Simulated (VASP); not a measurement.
# TiCo (Pm-3m) in VASP: further runs, part 2 of 2

VASP 6.6.1. The steps go on from the part before.

**4. Single point, r2SCAN, collinear spin, ferromagnetic start**

INCAR

```
PREC     = Accurate       # precision mode
ENCUT    = 520            # plane-wave cutoff, eV
EDIFF    = 1E-6           # SCF threshold, eV
ISMEAR   = 0              # smearing method
SIGMA    = 0.1            # smearing width, eV
LREAL    = F              # projectors in reciprocal space
LASPH    = T              # aspherical terms in the spheres
NELM     = 150            # most SCF steps
ALGO     = Normal         # electronic algorithm
ISIF     = 2              # what is computed and relaxed
LWAVE    = F              # write WAVECAR
LCHARG   = F              # write CHGCAR
ISPIN    = 2              # spin polarisation
MAGMOM   = 0 2            # initial moments
LORBIT   = 11             # projections on sites
LMAXMIX  = 4              # l up to which the mixer works
METAGGA  = R2SCAN         # meta-GGA
LMIXTAU  = T            
NBANDS   = 22             # bands
```

KPOINTS

```
Automatic mesh
0
Gamma
  14 14 14
```

POSCAR

```
TiCo
1.0
    2.9351000000      0.0000000000      0.0000000000
    0.0000000000      2.9351000000      0.0000000000
    0.0000000000      0.0000000000      2.9351000000
Ti Co
1 1
Direct
    0.0000000000      0.0000000000      0.0000000000
    0.5000000000      0.5000000000      0.5000000000
```

Potentials or basis: VASP PAW PBE potentials, release 64 (Ti_sv, Co).

Command:

```bash
$ cat potpaw_PBE.64/Ti_sv/POTCAR potpaw_PBE.64/Co/POTCAR > POTCAR
$ mpirun -np 1 vasp_std > vasp.out
```

OUTCAR:

```text
PREC = Accurate
   ENCUT = 520
   EDIFF = 1E-6
   ISMEAR = 0
   LREAL = F
   LASPH = T
   NELM = 150
   ISIF = 2
   ISPIN = 2
   LORBIT = 11
   METAGGA = R2SCAN

 ion  position               nearest neighbor table
   1  0.000  0.000  0.000-   2 2.54   2 2.54   2 2.54   2 2.54   2 2.54   2 2.54   2 2.54   2 2.54

   2  0.500  0.500  0.500-   1 2.54   1 2.54   1 2.54   1 2.54   1 2.54   1 2.54   1 2.54   1 2.54

  LATTYP: Found a simple cubic cell.
 ALAT       =     2.9351000000

  Lattice vectors:

 A1 = (   2.9351000000,   0.0000000000,   0.0000000000)
 A2 = (   0.0000000000,   2.9351000000,   0.0000000000)
 A3 = (   0.0000000000,   0.0000000000,   2.9351000000)

Analysis of symmetry for initial positions (statically):
=====================================================================
 Subroutine PRICEL returns:
 Original cell was already a primitive cell.

 Routine SETGRP: Setting up the symmetry group for a
 simple cubic supercell.

 Subroutine GETGRP returns: Found 48 space group operations
 (whereof 48 operations were pure point group operations)
 out of a pool of 48 trial point group operations.

The static configuration has the point symmetry O_h .

Analysis of symmetry for dynamics (positions and initial velocities):
=====================================================================
 Subroutine PRICEL returns:
 Original cell was already a primitive cell.

 Routine SETGRP: Setting up the symmetry group for a
 simple cubic supercell.

 Subroutine GETGRP returns: Found 48 space group operations
 (whereof 48 operations were pure point group operations)
 out of a pool of 48 trial point group operations.

The dynamic configuration has the point symmetry O_h .

Analysis of structural, dynamic, and magnetic symmetry:
=====================================================================
 Subroutine PRICEL returns:
 Original cell was already a primitive cell.

 Routine SETGRP: Setting up the symmetry group for a
 simple cubic supercell.

 Subroutine GETGRP returns: Found 48 space group operations
[... 148 lines left out ...]
  ---------------------------------------------------
  free energy    TOTEN  =       -26.98380723 eV

  energy without entropy =      -26.97889293  energy(sigma->0) =      -26.98135008

 E-fermi :  10.5780     XC(G=0): -13.9514

 val. band max:       10.5693657847   @ k =   0.5000   0.2857   0.2143
 cond. band min:      10.5820341657   @ k =   0.4286   0.1429   0.0714
 fundamental gap:      0.0126683810
 Fermi energy:        10.5779693102

 spin component 1

 k-point     1 :       0.0000    0.0000    0.0000
  band No.  band energies     occupation
      1     -48.6931      1.00000
      2     -23.7317      1.00000
      3     -23.7317      1.00000
      4     -23.7317      1.00000
      5       2.4283      1.00000
      6       5.6467      1.00000
[... 589 lines left out ...]
     21      30.0660      0.00000
     22      31.6660      0.00000

 [... further k-points ...]

 spin component 2

 k-point     1 :       0.0000    0.0000    0.0000
  band No.  band energies     occupation
      1     -48.9145      1.00000
      2     -23.9417      1.00000
      3     -23.9417      1.00000
      4     -23.9417      1.00000
      5       2.0376      1.00000
      6       6.8586      1.00000
[... 589 lines left out ...]
     21      29.8040      0.00000
     22      31.7887      0.00000

 [... further k-points ...]

------------------------ aborting loop because EDIFF is reached ----------------------------------------

  FORCE on cell =-STRESS in cart. coord.  units (eV):
  Direction    XX          YY          ZZ          XY          YZ          ZX
  --------------------------------------------------------------------------------------
  -------------------------------------------------------------------------------------
  Total        1.6079677      1.6079677      1.6079677      0.0000000      0.0000000     -0.0000000
  in kB      101.8870957    101.8870957    101.8870957      0.0000000      0.0000000     -0.0000000
  external PRESSURE =     101.8870957 kB  Pullay stress =       0.0000000 kB

 VOLUME and BASIS-vectors are now :
 -----------------------------------------------------------------------------
  energy-cutoff  :      520.00
  volume of cell :       25.29
      direct lattice vectors                 reciprocal lattice vectors
     2.935100000  0.000000000  0.000000000     0.340703894  0.000000000  0.000000000
     0.000000000  2.935100000  0.000000000     0.000000000  0.340703894  0.000000000
     0.000000000  0.000000000  2.935100000     0.000000000  0.000000000  0.340703894

 POSITION                                       TOTAL-FORCE (eV/Angst)
 -----------------------------------------------------------------------------------
      0.00000      0.00000      0.00000         0.000000      0.000000      0.000000
      1.46755      1.46755      1.46755         0.000000      0.000000      0.000000
 -----------------------------------------------------------------------------------
    total drift:                                0.000000      0.000000     -0.000000

  FREE ENERGIE OF THE ION-ELECTRON SYSTEM (eV)
  ---------------------------------------------------
  free  energy   TOTEN  =       -26.9838072284 eV

  energy  without entropy=      -26.9788929254  energy(sigma->0) =      -26.98135008

 total charge

# of ion       s       p       d       tot
------------------------------------------
    1        2.256   6.216   1.851  10.323
    2        0.581   0.558   7.280   8.419
--------------------------------------------------
tot          2.837   6.774   9.131  18.742

 magnetization (x)

# of ion       s       p       d       tot
------------------------------------------
    1       -0.006  -0.036  -0.177  -0.220
    2        0.043  -0.030   1.273   1.286
--------------------------------------------------
tot          0.036  -0.066   1.096   1.066
```

stdout:

```text
POSCAR found type information on POSCAR TiCo
 POSCAR found :  2 types and       2 ions
 scaLAPACK will be used
 -----------------------------------------------------------------------------
|                                                                             |
|                                                                             |
|     You enforced a specific xc type in the INCAR file but a different       |
|     I HOPE YOU KNOW WHAT YOU ARE DOING!                                     |
|                                                                             |
 -----------------------------------------------------------------------------

 LDA part: xc-table for (None), standard interpolation
 POSCAR, INCAR and KPOINTS ok, starting setup
 FFT: planning ... GRIDC
 FFT: planning ... GRID_SOFT
 FFT: planning ... GRID
 WAVECAR not read
 entering main loop
```

It took 2.4 min on 1 thread of Intel Xeon 6975P-C (Granite Rapids), shared host; peak memory 0.23 GiB.

Results:

```
Free energy                                           : -26.9838 eV
Pressure                                              : 10.2 GPa
Band gap on the k mesh                                : none (metal or under the smearing width)
Net moment                                            : 0.90 μB per cell
Site moments                                          : Ti -0.22; Co +1.29 μB
Valence electrons inside the program's atomic spheres : Ti 10.32; Co 8.42
```

Levels at points of the mesh, in eV from the Fermi level:
Spin up:
```csv
k point,band 8,band 9,band 10,band 11,band 12,band 13,band 14,band 15
"(0.00, 0.00, 0.00)",-2.38,-2.38,-2.38,0.58,0.58,3.07,3.07,3.07
"(0.50, 0.00, 0.00)",-2.53,-2.53,-2.04,-1.07,-0.45,0.87,0.87,2.64
"(0.50, 0.50, 0.00)",-3.27,-2.30,-1.20,0.74,0.74,1.37,2.75,2.75
"(0.50, 0.50, 0.50)",-2.27,-2.27,-2.25,-2.25,-2.25,3.87,3.87,7.54
```
Spin down:
```
           k point  band 7  band 8  band 9  band 10  band 11  band 12  band 13  band 14
(0.00, 0.00, 0.00)   -3.72   -1.53   -1.53    -1.53     1.61     1.61     3.11     3.11
(0.50, 0.00, 0.00)   -1.65   -1.65   -1.45    -1.07    -0.95     0.76     0.76     1.44
(0.50, 0.50, 0.00)   -2.62   -2.62    0.37     0.37     0.91     1.06     1.39     2.93
(0.50, 0.50, 0.50)   -2.68   -2.46   -2.46    -2.46     0.95     0.95     3.53     3.53
```

Caveat: the PAW data sets were made with another functional, which shifts forces and pressure a little.
